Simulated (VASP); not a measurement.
# HPbNO4 (P1) in VASP: equation of state

How stiff is HPbNO4 in PBE, and what volume does it want? The cell is scaled to several volumes.

Program: VASP 6.6.1. These are calculated values, not measurements. Logs are shortened: lines on timing, memory, paths and dates and some standing lists are left out, and cuts for length are marked.

### Step 1. Starting point

The typed cell holds 7 atoms: a = 4.275 Å, b = 5.609 Å, c = 5.670 Å, α = 100.02°, β = 111.92°, γ = 111.82°.

The cell was built by a generator and needn't be a form met in nature.

### Step 2. Equation of state, PBE, 14.65 Å³/atom (volume scaled by 0.94)

File INCAR:

```
ALGO = Normal
EDIFF = 1E-7
ENCUT = 520
GGA = PE
ISIF = 2
ISMEAR = -1
KPAR = 4
LASPH = True
LCHARG = False
LREAL = False
LWAVE = False
NBANDS = 31
NELM = 80
PREC = Accurate
SIGMA = 0.05
```

File KPOINTS:

```
k-points
0
Gamma
  8 6 6
```

File POSCAR:

```
HPbNO4
1.0
    4.1880342865     -0.0003918344      0.0062301677
   -2.0414476547      5.1014395577     -0.0480682904
   -2.0804155901     -1.8276529865      4.8145775616
H Pb N O
1 1 1 4
Direct
    0.9907300000      0.0333000000      0.9099400000
    0.5027400000      0.8198900000      0.1428700000
    0.0083800000      0.4740800000      0.5026500000
    0.9981600000      0.9274100000      0.0287700000
    0.1946700000      0.7343500000      0.6085200000
    0.8167300000      0.3588200000      0.2455600000
    0.0138100000      0.3312100000      0.6521700000
```

Potentials or basis: VASP PAW PBE potentials, release 64 (H, Pb_d, N, O).

The run is started by

```bash
$ cat potpaw_PBE.64/H/POTCAR potpaw_PBE.64/Pb_d/POTCAR potpaw_PBE.64/N/POTCAR potpaw_PBE.64/O/POTCAR > POTCAR
$ mpirun -np 4 vasp_std > vasp.out
```

OUTCAR:

```text
EDIFF = 1E-7
   ENCUT = 520
   GGA = PE
   ISIF = 2
   ISMEAR = -1
   LASPH = True
   LREAL = False
   NELM = 80
   PREC = Accurate

 Found    148 irreducible k-points:

 Following reciprocal coordinates:
            Coordinates               Weight
  0.000000  0.000000  0.000000      1.000000
  0.125000  0.000000 -0.000000      2.000000
  0.250000  0.000000 -0.000000      2.000000
  0.375000  0.000000  0.000000      2.000000
  0.500000  0.000000 -0.000000      1.000000
  0.000000  0.166667 -0.000000      2.000000
   k-points           NKPTS =    148   k-points in BZ     NKDIM =    148   number of bands    NBANDS=     31
   number of dos      NEDOS =    301   number of ions     NIONS =      7
   total plane-waves  NPLWV =  56448
   dimension x,y,z NGX =    32 NGY =   42 NGZ =   42
   dimension x,y,z NGXF=    64 NGYF=   84 NGZF=   84
   ions per type =               1   1   1   4
   NGX,Y,Z   is equivalent  to a cutoff of  12.70, 12.71, 12.57 a.u.
   NGXF,Y,Z  is equivalent  to a cutoff of  25.41, 25.41, 25.14 a.u.
 SYSTEM =  unknown system
   PREC   = accura    normal or accurate (medium, high low for compatibility)
   ISTART =      0    job   : 0-new  1-cont  2-samecut
   ICHARG =      2    charge: 1-file 2-atom 10-const
   ISPIN  =      1    spin polarized calculation?
   LNONCOLLINEAR =      F non collinear calculations
   LSORBIT =      F    spin-orbit coupling
   LASPH  =      T    aspherical Exc in radial PAW
   ENCUT  =  520.0 eV  38.22 Ry    6.18 a.u.   7.79 10.22 10.33*2*pi/ulx,y,z
   NELM   =     80;   NELMIN=  2; NELMDL= -5     # of ELM steps
   EDIFF  = 0.1E-06   stopping-criterion for ELM
   LREAL  =      F    real-space projection
   EDIFFG = 0.1E-05   stopping-criterion for IOM
   NSW    =      0    number of steps for IOM
   IBRION =     -1    ionic relax: 0-MD 1-quasi-New 2-CG
   NFREE  =      0    steps in history (QN), initial steepest desc. (CG)
   ISIF   =      2    stress and relaxation
   ISYM   =      2    0-nonsym 1-usesym 2-fastsym
   POTIM  = 0.5000    time-step for ionic-motion
   TEBEG  =    0.0;   TEEND  =   0.0 temperature during run
   PSTRESS=    0.0 pullay stress
   NELECT =      44.0000    total number of electrons
   NUPDOWN=      -1.0000    fix difference up-down
   EMIN   =  10.00;   EMAX   =-10.00  energy-range for DOS
   EFERMI =   0.00;   METHOD = LEGACY
   ISMEAR =    -1;   SIGMA  =   0.05  broadening in eV -4-tet -1-fermi 0-gaus
   EFERMI_NEDOS =   21; number of points for ismear=-14 and -15
   IALGO  =     38    algorithm
   IMIX   =      4    mixing-type and parameters
     AMIX     =   0.40;   BMIX     =  1.00
     AMIX_MAG =   1.60;   BMIX_MAG =  1.00
  volume/ion in A,a.u.               =      14.65        98.89
  Fermi-wavevector in a.u.,A,eV,Ry     =   1.234630  2.333112 20.739504  1.524311
  Thomas-Fermi vector in A             =   2.369312
   LORBIT       =      0    0 simple, 1 ext, 2 COOP (PROOUT), +10 PAW based schemes
   GGA     = PE    functional components
   LHFCALC =     F    Hartree Fock is set to
   AEXX    =    0.0000 exact exchange contribution
   IVDW    =     0    specifies the selected vdW correction
   LEPSILON=     F    determine dielectric tensor
   LRPA    =     F    only Hartree local field effects (RPA)
 non-spin polarized calculation
  energy-cutoff  :      520.00
  volume of cell :      102.58
 maximum number of plane-waves:      2778
   NGX = 15   NGY = 21   NGZ = 21

 number of electron      43.9999995 magnetization

 Free energy of the ion-electron system (eV)
  ---------------------------------------------------
  ext. energy  EPLUGINS =         0.00000000
  ---------------------------------------------------
  free energy    TOTEN  =       -40.19521706 eV

  energy without entropy =      -40.19521706  energy(sigma->0) =      -40.19521706

 E-fermi :   1.9659     XC(G=0):  -8.5210

 val. band max:        0.8816092293   @ k =   0.5000   0.0000  -0.0000
 cond. band min:       3.7515560992   @ k =   0.3750   0.3333   0.3333
 fundamental gap:      2.8699468698
 Fermi energy:         1.9658793065

 k-point     1 :       0.0000    0.0000    0.0000
  band No.  band energies     occupation
      1     -26.0187      2.00000
      2     -20.2796      2.00000
      3     -20.2518      2.00000
      4     -17.2482      2.00000
      5     -14.3266      2.00000
      6     -14.3247      2.00000
[... 23 lines left out ...]
     30      11.9203      0.00000
     31      12.3720      0.00000

 k-point     2 :       0.1250    0.0000   -0.0000
  band No.  band energies     occupation
      1     -26.0172      2.00000
      2     -20.2809      2.00000
      3     -20.2517      2.00000
      4     -17.2329      2.00000
      5     -14.3346      2.00000
      6     -14.3276      2.00000
[... 23 lines left out ...]
     30      12.0837      0.00000
     31      12.3929      0.00000

 k-point     3 :       0.2500    0.0000   -0.0000
  band No.  band energies     occupation
      1     -26.0135      2.00000
      2     -20.2831      2.00000
      3     -20.2515      2.00000
      4     -17.1975      2.00000
      5     -14.3513      2.00000
      6     -14.3378      2.00000
[... 23 lines left out ...]
     30      11.7942      0.00000
     31      12.6859      0.00000

 k-point     4 :       0.3750    0.0000    0.0000
  band No.  band energies     occupation
      1     -26.0100      2.00000
      2     -20.2838      2.00000
      3     -20.2518      2.00000
      4     -17.1645      2.00000
      5     -14.3629      2.00000
      6     -14.3505      2.00000
[... 23 lines left out ...]
     30      11.9792      0.00000
     31      12.8057      0.00000

 k-point     5 :       0.5000    0.0000   -0.0000
  band No.  band energies     occupation
      1     -26.0086      2.00000
      2     -20.2836      2.00000
      3     -20.2521      2.00000
      4     -17.1515      2.00000
      5     -14.3655      2.00000
      6     -14.3572      2.00000
[... 23 lines left out ...]
     30      12.1864      0.00000
     31      12.7914      0.00000

 k-point     6 :       0.0000    0.1667   -0.0000
  band No.  band energies     occupation
      1     -26.0173      2.00000
      2     -20.2820      2.00000
      3     -20.2543      2.00000
      4     -17.2452      2.00000
      5     -14.3361      2.00000
      6     -14.3280      2.00000
[... 23 lines left out ...]
     30      12.2694      0.00000
     31      12.5511      0.00000

 [... further k-points ...]
[... 5 lines left out ...]
  --------------------------------------------------------------------------------------
  -------------------------------------------------------------------------------------
  Total        1.7684669      5.7596048      5.4724004      0.0586942     -0.6042617      0.1107228
  in kB       27.6210718     89.9572712     85.4715247      0.9167241     -9.4377540      1.7293403
  external PRESSURE =      67.6832892 kB  Pullay stress =       0.0000000 kB

 VOLUME and BASIS-vectors are now :
 -----------------------------------------------------------------------------
  energy-cutoff  :      520.00
  volume of cell :      102.58
      direct lattice vectors                 reciprocal lattice vectors
     4.188034286 -0.000391834  0.006230168     0.238576544  0.096788962  0.139832620
    -2.041447655  5.101439558 -0.048068290    -0.000092610  0.196689193  0.074624807
    -2.080415590 -1.827652986  4.814577562    -0.000309648  0.001838479  0.208266643

 POSITION                                       TOTAL-FORCE (eV/Angst)
 -----------------------------------------------------------------------------------
      2.18818     -1.49356      4.38555         0.000374      0.936028     -0.708449
      0.13450      3.92131      0.65158        -0.005656     -0.436658      0.337325
     -1.97843      1.49982      2.39731        -0.001270      0.034276     -0.049783
      2.22722      4.67815      0.10016         0.003096     -0.614697      0.470002
     -1.94983      2.63400      2.89568         0.051416      2.044346      0.817065
      2.17711      1.38138      1.17011        -0.054588     -0.124097     -2.179943
     -1.97510      0.49770      3.12409         0.006629     -1.839199      1.313782
 -----------------------------------------------------------------------------------
    total drift:                               -0.000164     -0.000423     -0.000180

  FREE ENERGIE OF THE ION-ELECTRON SYSTEM (eV)
  ---------------------------------------------------
  free  energy   TOTEN  =       -40.1952170578 eV

  energy  without entropy=      -40.1952170578  energy(sigma->0) =      -40.19521706
```

It took 3 min on 4 MPI ranks of AMD EPYC 7R13 (Zen 3), shared host; peak memory 0.52 GiB.

Results:

| Property | Result |
| --- | --- |
| Free energy | -40.1952 eV |
| Pressure | 6.8 GPa |
| Largest force | 2.260 eV/Å |
| Band gap on the k mesh | 2.87 eV, indirect (least direct gap 3.25 eV) |

Caveat: the standard files for N, O and F lose accuracy on very short bonds; spin-orbit coupling is left out, which as a rule narrows the gap of such compounds by several tenths of an eV; forces of over 1 eV/Å show positions far from the minimum, so gaps and moduli don't describe the material at rest.

### Step 3. Equation of state, PBE, 14.97 Å³/atom (volume scaled by 0.96)

INCAR is that of step 2.

KPOINTS is that of step 2.

POSCAR: that of step 2 with these lines changed.

```diff
@@ -2,5 +2,5 @@
 1.0
-    4.1880342865     -0.0003918344      0.0062301677
-   -2.0414476547      5.1014395577     -0.0480682904
-   -2.0804155901     -1.8276529865      4.8145775616
+    4.2175284574     -0.0003945939      0.0062740435
+   -2.0558245203      5.1373663720     -0.0484068106
+   -2.0950668868     -1.8405242062      4.8484841545
 H Pb N O
```

Potentials or basis: VASP PAW PBE potentials, release 64 (H, Pb_d, N, O).

The run is started by

```bash
$ cat potpaw_PBE.64/H/POTCAR potpaw_PBE.64/Pb_d/POTCAR potpaw_PBE.64/N/POTCAR potpaw_PBE.64/O/POTCAR > POTCAR
$ mpirun -np 4 vasp_std > vasp.out
```

Wall time 3.1 min (4 MPI ranks of AMD EPYC 7R13 (Zen 3), shared host); peak memory 0.52 GiB.

It converged, with:

```
Free energy            : -40.2752 eV
Pressure               : 4.5 GPa
Largest force          : 1.585 eV/Å
Band gap on the k mesh : 2.84 eV, indirect (least direct gap 3.21 eV)
```

Caveat: the standard files for N, O and F lose accuracy on very short bonds; spin-orbit coupling is left out, which as a rule narrows the gap of such compounds by several tenths of an eV; forces of over 1 eV/Å show positions far from the minimum, so gaps and moduli don't describe the material at rest.

### Step 4. Equation of state, PBE, 15.28 Å³/atom (volume scaled by 0.98)

INCAR is that of step 3.

KPOINTS is that of step 3.

POSCAR: that of step 3 with these lines changed.

```diff
@@ -2,5 +2,5 @@
 1.0
-    4.2175284574     -0.0003945939      0.0062740435
-   -2.0558245203      5.1373663720     -0.0484068106
-   -2.0950668868     -1.8405242062      4.8484841545
+    4.2466157797     -0.0003973154      0.0063173142
+   -2.0700030685      5.1727976046     -0.0487406612
+   -2.1095160806     -1.8532178777      4.8819230329
 H Pb N O
```

The run is started by

```bash
$ cat potpaw_PBE.64/H/POTCAR potpaw_PBE.64/Pb_d/POTCAR potpaw_PBE.64/N/POTCAR potpaw_PBE.64/O/POTCAR > POTCAR
$ mpirun -np 4 vasp_std > vasp.out
```

It took 3.2 min on 4 MPI ranks of AMD EPYC 7R13 (Zen 3), shared host; peak memory 0.53 GiB.

Results (log left out):

```yaml
Free_energy: -40.3256 eV
Pressure: 2.4 GPa
Largest_force: 0.962 eV/Å
Band_gap_on_the_k_mesh: 2.82 eV, indirect (least direct gap 3.17 eV)
```

Caveat: the standard files for N, O and F lose accuracy on very short bonds; spin-orbit coupling is left out, which as a rule narrows the gap of such compounds by several tenths of an eV.

### Step 5. Equation of state, PBE, 15.90 Å³/atom (volume scaled by 1.02)

INCAR is that of step 4.

KPOINTS is that of step 4.

POSCAR: that of step 4 with these lines changed.

```diff
@@ -2,5 +2,5 @@
 1.0
-    4.2466157797     -0.0003973154      0.0063173142
-   -2.0700030685      5.1727976046     -0.0487406612
-   -2.1095160806     -1.8532178777      4.8819230329
+    4.3036241364     -0.0004026491      0.0064021204
+   -2.0977916605      5.2422394157     -0.0493949764
+   -2.1378351119     -1.8780962541      4.9474600214
 H Pb N O
```

The run is started by

```bash
$ cat potpaw_PBE.64/H/POTCAR potpaw_PBE.64/Pb_d/POTCAR potpaw_PBE.64/N/POTCAR potpaw_PBE.64/O/POTCAR > POTCAR
$ mpirun -np 4 vasp_std > vasp.out
```

Run time: 3.1 min. Hardware: 4 MPI ranks of AMD EPYC 7R13 (Zen 3), shared host; peak memory 0.55 GiB.

Results (log left out):

```yaml
Free_energy: -40.3493 eV
Pressure: -1.1 GPa
Largest_force: 0.187 eV/Å
Band_gap_on_the_k_mesh: 2.76 eV, indirect (least direct gap 3.09 eV)
```

Caveat: spin-orbit coupling is left out, which as a rule narrows the gap of such compounds by several tenths of an eV.

### Step 6. Equation of state, PBE, 16.21 Å³/atom (volume scaled by 1.04)

INCAR is that of step 5.

KPOINTS is that of step 5.

POSCAR: that of step 5 with these lines changed.

```diff
@@ -2,5 +2,5 @@
 1.0
-    4.3036241364     -0.0004026491      0.0064021204
-   -2.0977916605      5.2422394157     -0.0493949764
-   -2.1378351119     -1.8780962541      4.9474600214
+    4.3315705307     -0.0004052638      0.0064436938
+   -2.1114140660      5.2762808852     -0.0497157319
+   -2.1517175471     -1.8902920261      4.9795872854
 H Pb N O
```

Potentials or basis: VASP PAW PBE potentials, release 64 (H, Pb_d, N, O).

The run is started by

```bash
$ cat potpaw_PBE.64/H/POTCAR potpaw_PBE.64/Pb_d/POTCAR potpaw_PBE.64/N/POTCAR potpaw_PBE.64/O/POTCAR > POTCAR
$ mpirun -np 4 vasp_std > vasp.out
```

It took 3.5 min on 4 MPI ranks of AMD EPYC 7R13 (Zen 3), shared host; peak memory 0.57 GiB.

It converged, with:

| Item | Value |
| --- | --- |
| Free energy | -40.3276 eV |
| Pressure | -2.6 GPa |
| Largest force | 0.636 eV/Å |
| Band gap on the k mesh | 2.73 eV, indirect (least direct gap 3.05 eV) |

Caveat: spin-orbit coupling is left out, which as a rule narrows the gap of such compounds by several tenths of an eV.

### Step 7. Equation of state, PBE, 16.53 Å³/atom (volume scaled by 1.06)

INCAR is that of step 6.

KPOINTS is that of step 6.

POSCAR: that of step 6 with these lines changed.

```diff
@@ -2,5 +2,5 @@
 1.0
-    4.3315705307     -0.0004052638      0.0064436938
-   -2.1114140660      5.2762808852     -0.0497157319
-   -2.1517175471     -1.8902920261      4.9795872854
+    4.3591608958     -0.0004078451      0.0064847376
+   -2.1248629258      5.3098886760     -0.0500324012
+   -2.1654231239     -1.9023324273      5.0113052571
 H Pb N O
```

The run is started by

```bash
$ cat potpaw_PBE.64/H/POTCAR potpaw_PBE.64/Pb_d/POTCAR potpaw_PBE.64/N/POTCAR potpaw_PBE.64/O/POTCAR > POTCAR
$ mpirun -np 4 vasp_std > vasp.out
```

Wall time 4 min (4 MPI ranks of AMD EPYC 7R13 (Zen 3), shared host); peak memory 0.59 GiB.

The run converged. Its results:

```
Free energy            : -40.2865 eV
Pressure               : -3.9 GPa
Largest force          : 1.090 eV/Å
Band gap on the k mesh : 2.70 eV, indirect (least direct gap 3.01 eV)
```

Caveat: spin-orbit coupling is left out, which as a rule narrows the gap of such compounds by several tenths of an eV; forces of over 1 eV/Å show positions far from the minimum, so gaps and moduli don't describe the material at rest.

### Step 8. Equation of state, PBE

Potentials or basis: VASP PAW PBE potentials, release 64 (H, Pb_d, N, O).

No new run: the results of the series are fitted here.

Results:

| Item | Value |
| --- | --- |
| Equilibrium volume | 15.74 Å³/atom |
| Bulk modulus at fixed shape and positions | 84 GPa |
| Pressure derivative of the bulk modulus | 4.3 |

Energy against volume, from the lowest point:
| volume (Å³/atom) | energy (meV/atom) |
| --- | --- |
| 14.654 | 22.03 |
| 14.966 | 10.60 |
| 15.278 | 3.40 |
| 15.590 | 0.00 |
| 15.902 | 0.02 |
| 16.213 | 3.12 |
| 16.525 | 9.00 |

Caveat: the cell was scaled at fixed shape and fractional positions, which overstates the stiffness of a crystal with free parameters, most of all of layers and chains.
